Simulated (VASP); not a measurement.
All values below come from LDA (Ceperley-Alder, Perdew-Zunger), VASP's LDA PAW potentials (set 64) (plane waves; VASP 6.6.1).

Input for VASP

File KPOINTS:
```
Automatic mesh
0
Gamma
12 12 1
0 0 0
```

### INCAR
```
SYSTEM = WSe2 bilayer
PREC = Normal
ENCUT = 400
EDIFF = 1E-5
NELM = 100
ALGO = Normal
LREAL = .FALSE.
LASPH = .TRUE.
ISMEAR = 0
SIGMA = 0.05
LMAXMIX = 6
LWAVE = .TRUE.
LCHARG = .FALSE.
NELMIN = 4
IBRION = 2
ISIF = 4
NSW = 50
EDIFFG = -0.03
```

File POSCAR:
```
WSe2 bilayer
1
    3.2554847052     0.0000000000     0.0000000000
   -1.6277423526     2.8193321392     0.0000000000
    0.0000000000     0.0000000000    25.5890291788
W Se
2 4
Direct
  0.6666670000   0.3333330000   0.3745340000
  0.3333330000   0.6666670000   0.6254660000
  0.3333330000   0.6666670000   0.4392740000
  0.3333330000   0.6666670000   0.3097930000
  0.6666670000   0.3333330000   0.6902070000
  0.6666670000   0.3333330000   0.5607260000
```

POTCAR, in this order: W_sv Se (LDA.64 set). Program: vasp_std.

Predict the energy per atom (σ→0).

```json
{
  "energy per atom (σ→0)": "-8.062 eV/atom"
}
```

File OSZICAR:
```
...
   4 F= -.48371309E+02 E0= -.48371309E+02  d E =-.528014E-02
       N       E                     dE             d eps       ncg     rms          rms(c)
DAV:   1    -0.483716921725E+02   -0.38448E-03   -0.37629E-02  1192   0.173E+00    0.142E-01
DAV:   2    -0.483716610668E+02    0.31106E-04   -0.45982E-03  1241   0.440E-01    0.677E-02
DAV:   3    -0.483715934291E+02    0.67638E-04   -0.16057E-04  1468   0.909E-02    0.346E-02
DAV:   4    -0.483715633588E+02    0.30070E-04   -0.10560E-04  1227   0.509E-02    0.123E-02
DAV:   5    -0.483715643194E+02   -0.96058E-06   -0.99306E-06   834   0.225E-02
   5 F= -.48371564E+02 E0= -.48371564E+02  d E =-.255217E-03
```

The cell is a sheet with vacuum, built from WSe2 (2H layered).
